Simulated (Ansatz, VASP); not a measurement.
# ZrC: VASP beside Ansatz, part 2 of 2

One calculation is typed for both programs; each brings its own data sets. How far apart do they land? The cell is taken from a series of runs on this material, whose earlier steps may have relaxed, scaled, displaced or heated it; both programs get it as it stands.

VASP 6.6.1 and Ansatz 0.2.0.

So far: The structure; Ansatz: elastic constants, PBEsol, pair 1.

## (3) VASP: elastic constants, PBEsol, pair 1

Level of this step: PBEsol; plane waves and PAW (Zr_sv, C) (VASP).

The same cell, functional, mesh and smearing now go to VASP, with its own data sets.

Lines of VASP's logs that name or quote its potential files are left out, and so is its time.

Contents of INCAR:

```
SYSTEM = ZrC
PREC = Accurate
ENCUT = 600
EDIFF = 1E-08
NELM = 120
ISMEAR = 1
SIGMA = 0.25
LREAL = .FALSE.
ALGO = Normal
GGA = PS
NBANDS = 14
LASPH = .TRUE.
LORBIT = 11
LWAVE = .FALSE.
LCHARG = .FALSE.
ISIF = 3
IBRION = 6
NFREE = 2
POTIM = 0.015
NSW = 1
GGA_COMPAT = .FALSE.
KPAR = 2
```

Contents of POSCAR:

```
ZrC
1.0
    0.0000000000      2.3313749801      2.3313749801
    2.3313749801      0.0000000000      2.3313749801
    2.3313749801      2.3313749801      0.0000000000
Zr C
1 1
Direct
    0.0000000000      0.0000000000      0.0000000000
    0.5000000000      0.5000000000      0.5000000000
```

Contents of KPOINTS:

```
Automatic mesh
0
Gamma
4 4 4
0 0 0
```

Potentials, in the order of the species: Zr_sv and C (PBE family, release 64).

The run is started by

```bash
$ mpirun -np 2 vasp_std
```

Numbers of over 12 decimals in the logs are rounded to 6 here.

Output:

```text
[banner, memory and clock lines left out]
running    2 mpi-ranks, on    1 nodes
 distrk:  each k-point on    1 cores,    2 groups
 distr:  one band on    1 cores,    1 groups

 POSCAR found type information on POSCAR ZrC
 POSCAR found :  2 types and       2 ions
|                                                                             |
|               ----> ADVICE to this user running VASP <----                  |
|                                                                             |
|     You enforced a specific xc type in the INCAR file but a different       |
|     [... a line on the potential file left out ...]
|     I HOPE YOU KNOW WHAT YOU ARE DOING!                                     |
|                                                                             |

 LDA part: xc-table for (Slater+PW92), standard interpolation
 POSCAR, INCAR and KPOINTS ok, starting setup
 FFT: planning ... GRIDC
 FFT: planning ... GRID_SOFT
 FFT: planning ... GRID
 WAVECAR not read
 entering main loop
       N       E                     dE             d eps       ncg     rms          rms(c)
DAV:   1     0.119364050467E+03    0.11936E+03   -0.95993E+03   224   0.129E+03
DAV:   2    -0.181775359503E+02   -0.13754E+03   -0.12880E+03   290   0.321E+02
DAV:   3    -0.236362855293E+02   -0.54587E+01   -0.54126E+01   324   0.567E+01
DAV:   4    -0.237050408921E+02   -0.68755E-01   -0.68738E-01   288   0.652E+00
DAV:   5    -0.237064569234E+02   -0.14160E-02   -0.14160E-02   314   0.628E-01    0.218E+01
DAV:   6    -0.206931591869E+02    0.30133E+01   -0.68452E+00   256   0.233E+01    0.836E+00
DAV:   7    -0.205573078621E+02    0.13585E+00   -0.44921E-01   270   0.579E+00    0.689E+00
DAV:   8    -0.205646528021E+02   -0.73449E-02   -0.30505E-01   260   0.410E+00    0.401E+00
DAV:   9    -0.205334968996E+02    0.31156E-01   -0.86949E-02   248   0.191E+00    0.458E-01
DAV:  10    -0.205347156560E+02   -0.12188E-02   -0.44789E-03   272   0.597E-01    0.619E-01
DAV:  11    -0.205337592250E+02    0.95643E-03   -0.21880E-03   248   0.322E-01    0.100E-02
DAV:  12    -0.205337629993E+02   -0.37743E-05   -0.48065E-05   272   0.485E-02    0.186E-02
DAV:  13    -0.205337620188E+02    0.98049E-06   -0.32790E-06   316   0.142E-02    0.228E-03
DAV:  14    -0.205337620388E+02   -0.19914E-07   -0.89849E-08   274   0.237E-03    0.109E-03
DAV:  15    -0.205337620271E+02    0.11646E-07   -0.83957E-09   196   0.728E-04    0.428E-04
DAV:  16    -0.205337620233E+02    0.38415E-08   -0.20002E-09   136   0.349E-04
   1 F= -.20533762E+02 E0= -.20535870E+02  d E =0.632420E-02
[... from here on, the cycles between the ionic steps are left out ...]
   2 F= -.20526343E+02 E0= -.20527815E+02  d E =0.441697E-02
   8 F= -.20530777E+02 E0= -.20532630E+02  d E =0.555758E-02
   9 F= -.20530777E+02 E0= -.20532630E+02  d E =0.555757E-02
  10 F= -.20530777E+02 E0= -.20532630E+02  d E =0.555757E-02
  11 F= -.20530777E+02 E0= -.20532630E+02  d E =0.555763E-02
  12 F= -.20530777E+02 E0= -.20532630E+02  d E =0.555757E-02
  13 F= -.20530777E+02 E0= -.20532630E+02  d E =0.555758E-02
  14 F= -.20532640E+02 E0= -.20534634E+02  d E =0.598137E-02
  15 F= -.20532640E+02 E0= -.20534634E+02  d E =0.598133E-02
  16 F= -.20532640E+02 E0= -.20534634E+02  d E =0.598131E-02
 Finite differences progress:
  Degree of freedom:   8/  8
  Displacement:        1/  2
  Total:              15/ 16
 bond charge predicted
       N       E                     dE             d eps       ncg     rms          rms(c)
DAV:   1    -0.205334547571E+02   -0.81442E-03   -0.16666E+00   364   0.756E+00    0.170E-01
DAV:   2    -0.205329775402E+02    0.47722E-03   -0.82952E-03   464   0.603E-01    0.879E-02
DAV:   3    -0.205326335896E+02    0.34395E-03   -0.88758E-04   418   0.222E-01    0.209E-02
DAV:   4    -0.205326411297E+02   -0.75401E-05   -0.10148E-04   430   0.616E-02    0.161E-02
DAV:   5    -0.205326404119E+02    0.71778E-06   -0.15252E-06   442   0.149E-02    0.420E-03
DAV:   6    -0.205326403282E+02    0.83649E-07   -0.41424E-07   432   0.653E-03    0.155E-03
DAV:   7    -0.205326403361E+02   -0.79240E-08   -0.72281E-08   388   0.216E-03
  17 F= -.20532640E+02 E0= -.20534634E+02  d E =0.598135E-02
 Finite differences progress:
  Degree of freedom:   8/  8
  Displacement:        2/  2
  Total:              16/ 16
```

Parts of OUTCAR (step 3):

```text
ion  position               nearest neighbor table
   1  0.000  0.000  0.000-   2 2.33   2 2.33   2 2.33   2 2.33   2 2.33   2 2.33
   2  0.500  0.500  0.500-   1 2.33   1 2.33   1 2.33   1 2.33   1 2.33   1 2.33

  LATTYP: Found a face centered cubic cell.
 ALAT       =     4.6627499602

 Subroutine GETGRP returns: Found 48 space group operations
 (whereof 48 operations were pure point group operations)

The static configuration has the point symmetry O_h .

 Found      8 irreducible k-points:

   k-points           NKPTS =      8   k-points in BZ     NKDIM =      8   number of bands    NBANDS=     14

   dimension x,y,z NGX =    28 NGY =   28 NGZ =   28
   dimension x,y,z NGXF=    56 NGYF=   56 NGZF=   56

   ENCUT  =  600.0 eV  44.10 Ry    6.64 a.u.   6.59  6.59  6.59*2*pi/ulx,y,z

   NELECT =      16.0000    total number of electrons

 k-points in reciprocal lattice and weights: Automatic mesh
   0.00000000  0.00000000  0.00000000       0.016
   0.25000000  0.00000000  0.00000000       0.125
   0.50000000  0.00000000  0.00000000       0.062
   0.25000000  0.25000000  0.00000000       0.094
   0.50000000  0.25000000  0.00000000       0.375
  -0.25000000  0.25000000  0.00000000       0.188
   0.50000000  0.50000000  0.00000000       0.047
  -0.25000000  0.50000000  0.25000000       0.094

 average (electrostatic) potential at core
       1 -72.6003       2 -44.0916

 E-fermi :   9.5835

 k-point     1 :       0.0000    0.0000    0.0000
  band No.  band energies     occupation
      1     -38.0729      2.00000
      2     -15.8004      2.00000
      3     -15.8004      2.00000
      4     -15.8002      2.00000
      5      -1.6324      2.00000
      6      10.6317     -0.00000
      7      10.6317     -0.00000
      8      10.6622     -0.00000
      9      10.8535     -0.00000
     10      10.8915     -0.00000
    ...

 k-point     2 :       0.2500    0.0000    0.0000
  band No.  band energies     occupation
    ...
      4     -15.8439      2.00000
      5      -0.3130      2.00000
      6       6.9479      2.00000
      7       7.9223      2.00000
      8       7.9244      2.00000
      9      12.3810     -0.00000
     10      12.3832     -0.00000
     11      12.5866     -0.00000
     12      16.7297      0.00000
     13      16.7328      0.00000
    ...

 k-point     3 :       0.5000    0.0000    0.0000
  band No.  band energies     occupation
    ...
      4     -15.8868      2.00000
      5       1.5991      2.00000
      6       4.3251      2.00000
      7       6.7225      2.00000
      8       6.7231      2.00000
      9      14.4225     -0.00000
     10      14.4237     -0.00000
     11      15.2533      0.00000
     12      16.3516      0.00000
     13      20.2213      0.00000
    ...

  Total        0.0553141      0.0487842      0.0487842      0.0000000      0.0000000      0.0000000
  in kB        3.4968776      3.0840655      3.0840655      0.0000000      0.0000000      0.0000000
  external PRESSURE =       3.2216696 kB  Pullay stress =       0.0000000 kB

  energy-cutoff  :      600.00
  volume of cell :       25.34
      direct lattice vectors                 reciprocal lattice vectors
     0.000000000  2.331374980  2.331374980    -0.214465714  0.214465714  0.214465714
     2.331374980  0.000000000  2.331374980     0.214465714 -0.214465714  0.214465714
     2.331374980  2.331374980  0.000000000     0.214465714  0.214465714 -0.214465714

 POSITION                                       TOTAL-FORCE (eV/Angst)
 -----------------------------------------------------------------------------------
      0.00000      0.00000      0.00000        -0.148163      0.000000      0.000000
      2.31637      2.33137      2.33137         0.148163      0.000000      0.000000
 -----------------------------------------------------------------------------------
    total drift:                                0.000084      0.000000      0.000000

  FREE ENERGIE OF THE ION-ELECTRON SYSTEM (eV)
  ---------------------------------------------------
  free  energy   TOTEN  =       -20.5326403361 eV

  energy  without entropy=      -20.5386216855  energy(sigma->0) =      -20.53463412

  SYMMETRIZED ELASTIC MODULI (kBar)
 Direction    XX          YY          ZZ          XY          YZ          ZX
 --------------------------------------------------------------------------------
 XX        4939.6764   1115.9960   1115.9960      0.0000      0.0000     -0.0000
 YY        1115.9960   4939.6764   1115.9960      0.0000     -0.0000      0.0000
 ZZ        1115.9960   1115.9960   4939.6764      0.0000      0.0000      0.0000
 XY           0.0000      0.0000      0.0000   1677.4081      0.0000      0.0000
 YZ           0.0000     -0.0000      0.0000      0.0000   1677.4081      0.0000
 ZX          -0.0000      0.0000      0.0000      0.0000      0.0000   1677.4081
 --------------------------------------------------------------------------------

 Eigenvectors and eigenvalues of the dynamical matrix
 ----------------------------------------------------

   1 f  =   15.081202 THz    94.757986 2PiTHz  503.054744 cm-1    62.370811 meV
             X         Y         Z           dx          dy          dz
      0.000000  0.000000  0.000000    -0.330766   -0.083493    0.000000
      2.331375  2.331375  2.331375     0.911424    0.230065    0.000000

   2 f  =   15.081202 THz    94.757986 2PiTHz  503.054744 cm-1    62.370811 meV
             X         Y         Z           dx          dy          dz
      0.000000  0.000000  0.000000    -0.083493    0.330766   -0.000000
      2.331375  2.331375  2.331375     0.230065   -0.911424   -0.000000

   3 f  =   15.081202 THz    94.757986 2PiTHz  503.054744 cm-1    62.370811 meV
             X         Y         Z           dx          dy          dz
      0.000000  0.000000  0.000000     0.000000    0.000000   -0.341141
      2.331375  2.331375  2.331375     0.000000   -0.000000    0.940012

   4 f/i=    0.000731 THz     0.004593 2PiTHz    0.024381 cm-1     0.003023 meV
             X         Y         Z           dx          dy          dz
      0.000000  0.000000  0.000000    -0.029236    0.494415    0.798950
      2.331375  2.331375  2.331375    -0.010610    0.179429    0.289948

   5 f/i=    0.000731 THz     0.004593 2PiTHz    0.024381 cm-1     0.003023 meV
             X         Y         Z           dx          dy          dz
      0.000000  0.000000  0.000000     0.938707   -0.018636    0.045882
      2.331375  2.331375  2.331375     0.340667   -0.006763    0.016651

   6 f/i=    0.000731 THz     0.004593 2PiTHz    0.024381 cm-1     0.003023 meV
             X         Y         Z           dx          dy          dz
      0.000000  0.000000  0.000000    -0.039972   -0.799268    0.493149
      2.331375  2.331375  2.331375    -0.014506   -0.290063    0.178970

 ELASTIC MODULI CONTR FROM IONIC RELAXATION (kBar)
 Direction    XX          YY          ZZ          XY          YZ          ZX
 --------------------------------------------------------------------------------
 XX           0.0000      0.0000      0.0000      0.0000      0.0000      0.0000
 YY           0.0000      0.0000      0.0000      0.0000      0.0000      0.0000
 ZZ           0.0000      0.0000      0.0000      0.0000      0.0000      0.0000
 XY           0.0000      0.0000      0.0000      0.0000      0.0000      0.0000
 YZ           0.0000      0.0000      0.0000      0.0000      0.0000      0.0000
 ZX           0.0000      0.0000      0.0000      0.0000      0.0000      0.0000
 --------------------------------------------------------------------------------

 TOTAL ELASTIC MODULI (kBar)
 Direction    XX          YY          ZZ          XY          YZ          ZX
 --------------------------------------------------------------------------------
 XX        4939.6764   1115.9960   1115.9960      0.0000      0.0000     -0.0000
 YY        1115.9960   4939.6764   1115.9960      0.0000     -0.0000      0.0000
 ZZ        1115.9960   1115.9960   4939.6764      0.0000      0.0000      0.0000
 XY           0.0000      0.0000      0.0000   1677.4081      0.0000      0.0000
 YZ           0.0000     -0.0000      0.0000      0.0000   1677.4081      0.0000
 ZX          -0.0000      0.0000      0.0000      0.0000      0.0000   1677.4081
 --------------------------------------------------------------------------------

 total charge
# of ion       s       p       d       tot
------------------------------------------
    1        2.180   6.043   1.692   9.914
    2        0.883   1.466   0.000   2.349
--------------------------------------------------
tot          3.063   7.508   1.692  12.264

[... 3 further parts left out ...]
```

CONTCAR:

```
ZrC
   1.00000000000000
     0.0000000000000000    2.3313749801000001    2.3313749801000001
     2.3313749801000001    0.0000000000000000    2.3313749801000001
     2.3313749801000001    2.3313749801000001    0.0000000000000000
  Zr              C
     1     1
Direct
     0.0000000000000000    0.0000000000000000    0.0000000000000000
     0.5032169857118730    0.4967830142881269    0.4967830142881269
```

The last energy, forces, stress and levels in OUTCAR belong to the last displaced cell, not to the cell of POSCAR. The k-mesh is coarse for a metal.

Levels, forces or a CONTCAR printed for this step are those of its last displaced cell, not of the structure at rest.

## (4) Side by side

Known differences besides the potentials themselves: the cutoff is 420 eV in Ansatz and 600 eV in VASP; Ansatz makes its cores anew for this functional, VASP keeps those of its PBE data sets; VASP takes each elastic constant from one size of strain, Ansatz from those that its log lists. Total energies have different zeros and are not compared.

The two programs side by side:

```
 quantity  Ansatz   VASP  difference
C11 (GPa)   490.2  494.0     -0.76 %
C22 (GPa)   490.2  494.0     -0.76 %
C33 (GPa)   490.2  494.0     -0.76 %
C12 (GPa)   113.3  111.6     +1.50 %
C13 (GPa)   113.3  111.6     +1.50 %
C23 (GPa)   113.3  111.6     +1.50 %
C44 (GPa)   168.5  167.7     +0.46 %
C55 (GPa)   168.5  167.7     +0.46 %
C66 (GPa)   168.5  167.7     +0.46 %
```

## (5) Ansatz: elastic constants, PBEsol, pair 2

Elastic constants are differences of stresses under small strains, so they test the stress and the mesh. The cell compared in this pair holds 25.45 Å³, against 25.34 Å³ for the pair before.

The cell is taken from a series of runs on this material, whose earlier steps may have relaxed, scaled, displaced or heated it; both programs get it as it stands.

Contents of input.yaml:

```yaml
crystal:
  lattice:
    - [0.0, 2.3344855517, 2.3344855517]
    - [2.3344855517, 0.0, 2.3344855517]
    - [2.3344855517, 2.3344855517, 0.0]
  atoms:
    - { symbol: Zr, position: [0.0, 0.0, 0.0] }
    - { symbol: C, position: [0.5, 0.5, 0.5] }
kpoints:
  mp_grid: { grid: [14, 14, 14] }
hamiltonian:
  xc: pbesol
scf:
  occupations: { method: gaussian, width: 0.05 }
output:
  forces: true
  stress: true
  eigenvalues: true
elastic:
  mode: relaxed_ion
  stencil: two_point
  amplitude: 0.002
```

The run is started by

```bash
$ ansatz run input.yaml --threads 4 --pin off --max-ram 16384MiB --backend cpu --events-out ev --progress --plain --runs-dir out
```

Output:

```text
[...]
Crystal: 2 atoms, lattice volume = 25.445 Å³
Basis set: ecut = 420 eV, 531 PW (Γ), exchange–correlation on 48×48×48 points (8 copies of the dense FFT grid, shifted against one another)
Bands: 12, of which v1, the nominal top of the filled ones, is band 8 counted from 1 (7 counted from 0)
Symmetry: 48 space group operations
[...]
k-points: 104 of 2744
[...]
2.000e-3       0.9743       -4377.1730939       4   43153    531   relax 0 steps, max|allowed force component| 3.94e-31 eV/Å
[...]
δ    σ_23 (GPa)             F (eV)   n_scf  n_hpsi   n_pw
    -2.000e-3      -0.3077       -4377.1732008       6   83969    531   relax 0 steps, max|allowed force component| 1.33e-30 eV/Å
     2.000e-3       0.3077       -4377.1732008       4   74212    531   relax 0 steps, max|allowed force component| 1.58e-30 eV/Å
[key lines of the parts left out:]
SCF converged after 8 iterations
Free energy (F): -4377.173244 eV
Fermi energy:    15.103419 eV
P = ⅓ Tr σ = -0.0008 GPa (-0.008 kbar)
```

## (6) VASP: elastic constants, PBEsol, pair 2

The same cell, functional, mesh and smearing now go to VASP, with its own data sets.

Edit INCAR of step 3 so:

```diff
@@ -5,4 +5,4 @@
 NELM = 120
-ISMEAR = 1
-SIGMA = 0.25
+ISMEAR = 0
+SIGMA = 0.05
 LREAL = .FALSE.
```

Contents of POSCAR:

```
ZrC
1.0
    0.0000000000      2.3344855517      2.3344855517
    2.3344855517      0.0000000000      2.3344855517
    2.3344855517      2.3344855517      0.0000000000
Zr C
1 1
Direct
    0.0000000000      0.0000000000      0.0000000000
    0.5000000000      0.5000000000      0.5000000000
```

Contents of KPOINTS:

```
Automatic mesh
0
Gamma
14 14 14
0 0 0
```

The run is started by

```bash
$ mpirun -np 2 vasp_std
```

Output:

```text
[banner, memory and clock lines left out]
running    2 mpi-ranks, on    1 nodes
[...]
[... a notice as in an earlier step ...]

 LDA part: xc-table for (Slater+PW92), standard interpolation
 POSCAR, INCAR and KPOINTS ok, starting setup
[...]
entering main loop
       N       E                     dE             d eps       ncg     rms          rms(c)
DAV:   1     0.112446886218E+03    0.11245E+03   -0.95684E+03  2920   0.129E+03
DAV:   2    -0.184248833284E+02   -0.13087E+03   -0.12180E+03  3632   0.315E+02
DAV:   3    -0.236571006060E+02   -0.52322E+01   -0.51775E+01  4244   0.555E+01
DAV:   4    -0.237789758167E+02   -0.12188E+00   -0.12181E+00  3576   0.780E+00
[...]
DAV:  14    -0.205741269075E+02    0.62008E-07   -0.65268E-08  3414   0.182E-03    0.590E-04
DAV:  15    -0.205741269252E+02   -0.17713E-07   -0.69237E-09  2080   0.742E-04    0.481E-04
DAV:  16    -0.205741269232E+02    0.20159E-08   -0.22201E-09  1738   0.381E-04
   1 F= -.20574127E+02 E0= -.20573896E+02  d E =-.462072E-03
[... from here on, the cycles between the ionic steps are left out ...]
   2 F= -.20566437E+02 E0= -.20566244E+02  d E =-.386884E-03
   9 F= -.20571373E+02 E0= -.20571164E+02  d E =-.418176E-03
  10 F= -.20571373E+02 E0= -.20571164E+02  d E =-.418174E-03
  11 F= -.20571373E+02 E0= -.20571164E+02  d E =-.418176E-03
  12 F= -.20571373E+02 E0= -.20571164E+02  d E =-.418174E-03
  13 F= -.20571373E+02 E0= -.20571164E+02  d E =-.418176E-03
  14 F= -.20573257E+02 E0= -.20573018E+02  d E =-.477233E-03
  15 F= -.20573257E+02 E0= -.20573018E+02  d E =-.477236E-03
  16 F= -.20573257E+02 E0= -.20573018E+02  d E =-.477233E-03
  17 F= -.20573257E+02 E0= -.20573018E+02  d E =-.477233E-03
 Finite differences progress:
  Degree of freedom:   8/  8
  Displacement:        2/  2
  Total:              16/ 16
```

From OUTCAR (step 6):

```text
  Total        0.0581878      0.0472531      0.0472531     -0.0000000      0.0000000      0.0000000
  in kB        3.6638617      2.9753456      2.9753456     -0.0000000      0.0000000      0.0000000
  external PRESSURE =       3.2048510 kB  Pullay stress =       0.0000000 kB

 POSITION                                       TOTAL-FORCE (eV/Angst)
 -----------------------------------------------------------------------------------
      0.00000      0.00000      0.00000        -0.115584      0.000000      0.000000
      2.31949      2.33449      2.33449         0.115584      0.000000      0.000000
 -----------------------------------------------------------------------------------
    total drift:                               -0.000048      0.000000      0.000000

  FREE ENERGIE OF THE ION-ELECTRON SYSTEM (eV)
  ---------------------------------------------------
  free  energy   TOTEN  =       -20.5732568157 eV

  energy  without entropy=      -20.5727795826  energy(sigma->0) =      -20.57301820

[... 3 further parts left out ...]
[key lines of the parts left out:]
E-fermi :   9.7455
```

Levels, forces or a CONTCAR printed for this step are those of its last displaced cell, not of the structure at rest.

## (7) Side by side

Compared:

```
 quantity  Ansatz   VASP  difference
C11 (GPa)   492.0  497.9     -1.20 %
C22 (GPa)   492.0  497.9     -1.20 %
C33 (GPa)   492.0  497.9     -1.20 %
C12 (GPa)   108.5  106.8     +1.57 %
C13 (GPa)   108.5  106.8     +1.57 %
C23 (GPa)   108.5  106.8     +1.57 %
C44 (GPa)   153.8  155.1     -0.81 %
C55 (GPa)   153.8  155.1     -0.81 %
C66 (GPa)   153.8  155.1     -0.81 %
```

## (8) Outcome

| Item | Value |
| --- | --- |
| difference in C12 (elastic constants, PBEsol, pair 1) | 1.5 % |
| difference in C12 (elastic constants, PBEsol, pair 2) | 1.6 % |

What this shows: The difference in C12 is 1.6 % (elastic constants, PBEsol, pair 2), within the 5 % picked in this series as the mark of a large difference. How closely two codes agree says nothing of how well the functional describes the real material.

[Lines on the potential files, build, host, timing and source positions are cut from VASP's logs without a mark.]

[Logs are printed without paths, hosts, clocks, repeated set-up lines and the standing remarks that a program may print on its own settings, such as how far it seeks lower states.]

[Hosts, paths, dates, database ids (printed as entryN), source tags and the programs' standing remarks are cut or masked in the printed files.]
